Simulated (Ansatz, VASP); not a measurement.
**Al2O3 (Al2O3 (R-3c)): VASP beside Ansatz**

Aim: how closely do two programs agree when they are given the same cell, functional and k mesh? The structure shown is the start of the Ansatz relaxation below; VASP solves that cell, so the two are compared at the walk's first step.

Main program and level: Ansatz 0.2.0; plane waves, with VASP 6.6.1 beside it; single point at PBE0.

### 1. The starting structure

The structure is trigonal, space group R-3c (No. 167). Conventional cell: a = 4.809 Å, b = 4.809 Å, c = 13.125 Å, α = 90.00°, β = 90.00°, γ = 120.00°. Al has 6 O at 1.87 to 1.99 Å nearest. Nearest to O lie 4 Al at 1.87 to 1.99 Å. Farther neighbours and most contacts between anions are not listed.

### 2. Ansatz: relaxation, PBE0

Ansatz runs on its default PAW (the set named soft_2) files.

The two programs are compared at the cell with which this relaxation starts, whose forces are those of its first step.

input.yaml

```yaml
crystal:
  lattice:
    - [4.80856007, 0.0, 0.0]
    - [-2.40428003, 4.16433517, 0.0]
    - [0.0, 0.0, 13.12487176]
  atoms:
    - { symbol: Al, position: [0.0, 0.0, 0.647875] }
    - { symbol: Al, position: [0.333333, 0.666667, 0.314542] }
    - { symbol: Al, position: [0.666667, 0.333333, 0.981209] }
    - { symbol: Al, position: [0.0, 0.0, 0.852125] }
    - { symbol: Al, position: [0.333333, 0.666667, 0.518791] }
    - { symbol: Al, position: [0.666667, 0.333333, 0.185458] }
    - { symbol: Al, position: [0.0, 0.0, 0.147875] }
    - { symbol: Al, position: [0.333333, 0.666667, 0.814542] }
    - { symbol: Al, position: [0.666667, 0.333333, 0.481209] }
    - { symbol: Al, position: [0.0, 0.0, 0.352125] }
    - { symbol: Al, position: [0.333333, 0.666667, 0.018791] }
    - { symbol: Al, position: [0.666667, 0.333333, 0.685458] }
    - { symbol: O, position: [0.027169, 0.666667, 0.416667] }
    - { symbol: O, position: [0.360502, 0.333333, 0.083333] }
    - { symbol: O, position: [0.693836, 0.0, 0.75] }
    - { symbol: O, position: [0.027169, 0.360502, 0.916667] }
    - { symbol: O, position: [0.360502, 0.027169, 0.583333] }
    - { symbol: O, position: [0.693836, 0.693836, 0.25] }
    - { symbol: O, position: [0.306164, 0.306164, 0.75] }
    - { symbol: O, position: [0.639498, 0.972831, 0.416667] }
    - { symbol: O, position: [0.972831, 0.639498, 0.083333] }
    - { symbol: O, position: [0.0, 0.693836, 0.75] }
    - { symbol: O, position: [0.333333, 0.360502, 0.416667] }
    - { symbol: O, position: [0.666667, 0.027169, 0.083333] }
    - { symbol: O, position: [0.0, 0.306164, 0.25] }
    - { symbol: O, position: [0.333333, 0.972831, 0.916667] }
    - { symbol: O, position: [0.666667, 0.639498, 0.583333] }
    - { symbol: O, position: [0.306164, 0.0, 0.25] }
    - { symbol: O, position: [0.639498, 0.666667, 0.916667] }
    - { symbol: O, position: [0.972831, 0.333333, 0.583333] }
basis:
  ecutwfc: 420.0
  ecutrho_ratio: 4
  xc_grid: 2
  fft_grid_basis: typed
  precision: f64
kpoints:
  mp_grid: { grid: [2, 2, 1] }
hamiltonian:
  xc: pbe0
  pseudopotentials: { kind: paw }
scf:
  max_iter: 60
  occupations: { method: fixed }
relax:
  f_tol: 0.03
  max_steps: 45
output:
  forces: true
checkpoint:
  write: "../host.hrelax.run"
  compress: false
  write_wavefunctions: true
  write_every: 100000
```

Command:

```bash
ansatz run input.yaml --threads 32 --pin off --max-ram 131891MiB --backend cuda --events-out ev --progress --plain --runs-dir out
```

Numbers of over 12 decimals in the logs are rounded to 6 here.

What it wrote:

```text
Warning: the atoms were moved onto the symmetric positions of the space group found under crystal.symmetry.tolerance 1.0e-5 (fractional; no operation is sought that the atoms, as they stand in a round, miss by more than twice it, and no atom is moved by as much as it), and the run uses the moved positions. Before a round's move an operation carried an atom to 9.18e-6 Å from where it should land, the largest such dist
Engine: ansatz 0.2.0, aarch64-unknown-linux-gnu
Pseudopotentials: kind: paw
Pseudopotential: Al, paw, valence charge 3, recommended cutoff 420 eV (normal), Al.paw.azcp
Pseudopotential: O, paw, valence charge 6, recommended cutoff 420 eV (normal), O.paw.azcp
Functional definition: PBE0
  parameter a = 0.25
  parameter kappa = 0.804
  parameter beta = 0.066725
  exchange = (1 - a)*pbe_x(kappa = kappa, mu = beta*pi^2/3) + a*exact_x
  correlation = pbe_c(beta = beta)
davidson cushion auto → on  (no smearing: the cushion is to keep the highest requested band from converging to the state above it; pin scf.eigensolver.cushion to override)
[...]
Crystal: 30 atoms, lattice volume = 262.818 Å³
Basis set: ecut = 420 eV, 5107 PW (Γ), exchange–correlation on 72×72×180 points (8 copies of the dense FFT grid, shifted against one another)
Bands: 102, of which v1, the nominal top of the filled ones, is band 72 counted from 1 (71 counted from 0)
Symmetry: 36 space group operations
Space group: R-3c (ITA 167), of the structure as read, at distance tolerance 6.4e-5 Å
k-points: 2 of 4
Non-local potential: Al, projectors of the file, l = 0: 2, l = 1: 2, l = 2: 1
Non-local potential: O, projectors of the file, l = 0: 2, l = 1: 2, l = 2: 1
PAW form: soft (Blöchl's): semilocal exchange-correlation on the pseudo side does not see the compensation charge
PAW frozen core: Al, regenerated for the run's functional, and the local potential with it (the file was generated under x = pbe(κ = 0.804, μ = 0.219515), c = pbe(β = 0.066725))
PAW frozen core: O, regenerated for the run's functional, and the local potential with it (the file was generated under x = pbe(κ = 0.804, μ = 0.219515), c = pbe(β = 0.066725))
PAW one-centre angular grid: Al, 110 points (default); XC on 64 Gauss nodes
PAW one-centre angular grid: O, 110 points (default); XC on 64 Gauss nodes
Initial density: superposition of atomic densities (neutral atoms: chi_scale 0, normalization atom), corrected by the library's trained network
Initial wavefunctions: pseudopotential atomic-orbital guess
[...]
Functional: x = pbe(κ = 0.804, μ = 0.219515), c = pbe(β = 0.066725), warm-up for x = 0.75 pbe(κ = 0.804, μ = 0.219515) + 0.25 exact, c = pbe(β = 0.066725)
SCF iter   1: F=—  HF=-16708.737912 eV  |Δ(HF+E_count)|=         —  Δρ=1.57e-3  dr2=2.73e-3  Hψ=1097
preconditioner: auto → none  [insulator: Δε(μ)=5.855 eV  Ē_g=17.241 eV  n_scr=64 (ndim 8)  ℏωp=27.5 eV  f_vac=0.000]
SCF iter   2: F=—  HF=-16708.746144 eV  |Δ(HF+E_count)|=   8.23e-3  Δρ=7.66e-4  dr2=3.63e-4  Hψ=823
[...]
SCF iter   6: F=-16708.747984 eV  HF=-16708.747984 eV  |Δ(HF+E_count)|=   3.97e-7  Δρ=9.34e-7  dr2=1.23e-9  Hψ=673
SCF 1 converged in 6 iterations: F = -16708.747984 eV  dr2 = 1.23e-9
  greatest PAW one-centre occupation: 0.858 electrons in one spin orbital (limit 2), on the O atom at site 29 (counted from 0), in its partial waves of l = 0
[...]
Exchange kernel: α = 0.2500, full range, Wigner–Seitz truncation, v(0) = 3503.7252 eV·Å³, q-mesh 2×2×1, nearest image of the exchange supercell L = 9.62 Å, pair-density grid 27×27×72, without the augmentation charges, whose exchange is taken in its separable form by FFT convolution over the k-point mesh (sized by the pseudopotential files, 30×30×90 at the most), smooth part of the exact exchange by density-matrix con
Frozen-core exchange: fock
iter 1 solved again at ethr=4.09e-5 eV; its pass at ethr=1.00e-1 eV (dr2=5.90e-2 eV) is discarded
SCF iter   1: F=—  HF=-16716.319534 eV  |Δ(HF+E_count)|=         —  Δρ=7.09e-3  dr2=7.74e-2  Hψ=1210
preconditioner: auto → none  [insulator: Δε(μ)=8.429 eV  Ē_g=20.578 eV  n_scr=64 (ndim 8)  ℏωp=27.5 eV  f_vac=0.000]
SCF iter   2: F=—  HF=-16716.289454 eV  |Δ(HF+E_count)|=   3.01e-2  Δρ=3.81e-3  dr2=1.85e-2  Hψ=454
[...]
SCF iter   6: F=-16716.337212 eV  HF=-16716.337212 eV  |Δ(HF+E_count)|=   1.38e-6  Δρ=3.98e-5  dr2=1.20e-5  Hψ=488
SCF 2 stopped early in 6 iterations: F = -16716.337212 eV  dr2 = 1.20e-5
  Residual-converged pass: ⟨swp⟩=3.5  Hψ=536  notcnv=0  max |occ|·‖R‖ = 6.4e-6 eV (tolerance 6.7e-6 eV)  dr2=1.19e-5  dr2_onsite=3.04e-7  max |Δocc| = 0.0e0
  greatest PAW one-centre occupation: 0.861 electrons in one spin orbital (limit 2), on the O atom at site 29 (counted from 0), in its partial waves of l = 0
hybrid outer 1: dexx = +6.116e-2 eV, tail = 9.61e-5 eV
[...]
Exchange kernel: α = 0.2500, full range, Wigner–Seitz truncation, v(0) = 3503.7252 eV·Å³, q-mesh 2×2×1, nearest image of the exchange supercell L = 9.62 Å, pair-density grid 27×27×72, without the augmentation charges, whose exchange is taken in its separable form by FFT convolution over the k-point mesh (sized by the pseudopotential files, 30×30×90 at the most), smooth part of the exact exchange by density-matrix con
Frozen-core exchange: fock
SCF iter   1: F=—  HF=-16716.337855 eV  |Δ(HF+E_count)|=         —  Δρ=6.84e-5  dr2=1.16e-5  Hψ=495
[...]
SCF iter   3: F=-16716.337854 eV  HF=-16716.337854 eV  |Δ(HF+E_count)|=   1.36e-6  Δρ=6.80e-6  dr2=4.61e-8  Hψ=659
SCF 3 converged in 3 iterations: F = -16716.337854 eV  dr2 = 4.61e-8
  Residual-converged pass: ⟨swp⟩=2.0  Hψ=389  notcnv=0  max |occ|·‖R‖ = 6.1e-6 eV (tolerance 6.7e-6 eV)  dr2=4.60e-8  dr2_onsite=6.94e-9  max |Δocc| = 0.0e0
hybrid outer 2: dexx = +1.594e-6 eV, tail = 1.32e-7 eV, Δε = 2.04e-3 eV (about 8.97e-5 eV left of the loop's levels), ΔF = 2.80e-3 eV/Å (tail 3.19e-4)
relax step   1: F+E_penalty+E_count = -16716.33785380 eV  Δ(F+E_penalty+E_count) = +0.000e0 eV  max|allowed force component| = 3.130e-2 eV/Å  Δτ_max = 0.0000 Å  (15 SCF iters, accepted)
[...]
Frozen-core exchange: fock
iter 1 solved again at ethr=8.39e-7 eV; its pass at ethr=1.00e-1 eV (dr2=1.21e-3 eV) is discarded
[...]
SCF iter   6: F=-16716.338156 eV  HF=-16716.338156 eV  |Δ(HF+E_count)|=   2.46e-7  Δρ=2.97e-6  dr2=4.19e-8  Hψ=1110
SCF 4 converged in 6 iterations: F = -16716.338156 eV  dr2 = 4.19e-8
[...]
hybrid outer 1: dexx = +6.080e-4 eV, tail = 3.07e-6 eV
[...]
Frozen-core exchange: fock
SCF iter   1: F=—  HF=-16716.338121 eV  |Δ(HF+E_count)|=         —  Δρ=7.39e-6  dr2=1.48e-7  Hψ=530
SCF iter   2: F=-16716.338121 eV  HF=-16716.338121 eV  |Δ(HF+E_count)|=   3.37e-8  Δρ=3.21e-6  dr2=1.34e-8  Hψ=642
SCF 5 converged in 2 iterations: F = -16716.338121 eV  dr2 = 1.34e-8
[...]
hybrid outer 2: dexx = +6.229e-8 eV, tail = 2.94e-8 eV, Δε = 7.23e-5 eV (about 7.31e-6 eV left of the loop's levels), ΔF = 4.00e-3 eV/Å (tail 1.94e-3)
relax step   2: F+E_penalty+E_count = -16716.33812100 eV  Δ(F+E_penalty+E_count) = -2.672e-4 eV  max|allowed force component| = 2.685e-2 eV/Å  Δτ_max = 0.0007 Å  (8 SCF iters, accepted)
hybrid SCF converged: 2 outer / 8 inner (+0 warm-up), last move |dexx| = 6.23e-8 eV, tail = 2.94e-8 eV
Stability not checked: this state was not tested for a lower state beside it, because the functional holds exact exchange (a hybrid, or Hartree-Fock), whose exchange loop this test does not read (fock_operator; see scf.lower_state_search)
Free energy (F): -16716.338121 eV
Frozen-core exchange: fock
Harris-Foulkes:  -16716.338121 eV  (|F-HF|=3.22e-9)
Internal energy: -16716.338121 eV  (E = F + TS)
E sigma→0 (E₀):  -16716.338121 eV
Fermi energy:    5.696781 eV
--- Per-component energies (eV) ---
  E_band       = -157.922637
  E_kinetic    = 3553.173832
  E_local      = -6031.418057  (includes V_loc(G=0)·N_el)
  E_nonlocal   = 947.162848
  E_hartree    = 2243.123594
  E_xc         = -1421.048217
  E_vxc        = -1615.120303  (∫ρ·V_xc dr)
  E_exx        = -467.222251  (= α·E_x^exact, valence–valence)
  E_paw        = -8419.356946  (= ΣΔE_a)
  E_vpaw       = -563.569893  (= ΣTr[D̂ρ^β])
  E_aug_tail   = 0.045079  (compensation charges beyond the density's cutoff)
  E_ewald      = -7119.813448
  E_core_change = -0.984554  (= ΣΔE_core)
  E_smearing   = -0.000000  (= −TS)
  E_closure    = -0.000001  (closes the sum)
  Σ components = -16716.338121   (vs F -16716.338121, Δ=3.64e-12)
--- Forces (eV/Å), atoms counted from 1 ---
  atom   1  Al     0.00000000    -0.00000000     0.02684948
  atom   2  Al     0.00000000    -0.00000000     0.02684948
  atom   3  Al     0.00000000     0.00000000     0.02684948
  atom   4  Al     0.00000000     0.00000000    -0.02684948
  atom   5  Al     0.00000000    -0.00000000    -0.02684948
  atom   6  Al     0.00000000    -0.00000000    -0.02684948
  [... 24 more lines of this table ...]
  max |Σ_I F_I| component: 2.08e-17 eV/Å
--- Band table (eV) ---
  k-point 0: bands = ["-14.9524", "-14.4787", "-14.4787", "-13.3465", "-13.3465", "-12.6332", "-12.3565", "-12.3565", "-12.2905", "-12.2905", "-12.2905", "-12.2905", "-12.1312", "-12.1312", "-12.1312"
  k-point 1: bands = ["-13.9043", "-13.9043", "-13.7825", "-13.5342", "-13.5342", "-13.1145", "-12.9044", "-12.7212", "-12.5818", "-12.5818", "-12.5113", "-12.5113", "-12.4721", "-12.2100", "-12.2100"
  guard bands above this table: 10 of the run's 102 bands. The solve was not asked for them (output.publish_guard_bands: true or output.eigenvalues: true publishes all)
--- Relaxed structure (2 steps of the walk, 2 accepted, 0 SCFs on fresh bases) ---
  F+E_penalty+E_count = -16716.33812100 eV   max|allowed force component| = 2.685e-2 eV/Å
  atoms:
    - { symbol: Al, position: [0, 0, 0.647871] }
    - { symbol: Al, position: [0.333333, 0.666667, 0.314538] }
    - { symbol: Al, position: [0.666667, 0.333333, 0.981204] }
    - { symbol: Al, position: [0, 0, 0.852129] }
    - { symbol: Al, position: [0.333333, 0.666667, 0.518796] }
    - { symbol: Al, position: [0.666667, 0.333333, 0.185462] }
  [... 24 more lines of this table ...]
```

(Part 1 of 2 ends here.)

[Lines on the potential files, build, host, timing and source positions are cut from VASP's logs without a mark.]

[Logs are printed without paths, hosts, clocks, repeated set-up lines and the standing remarks that a program may print on its own settings, such as how far it seeks lower states.]

[Hosts, paths, dates, database ids (printed as entryN), source tags and the programs' standing remarks are cut or masked in the printed files.]
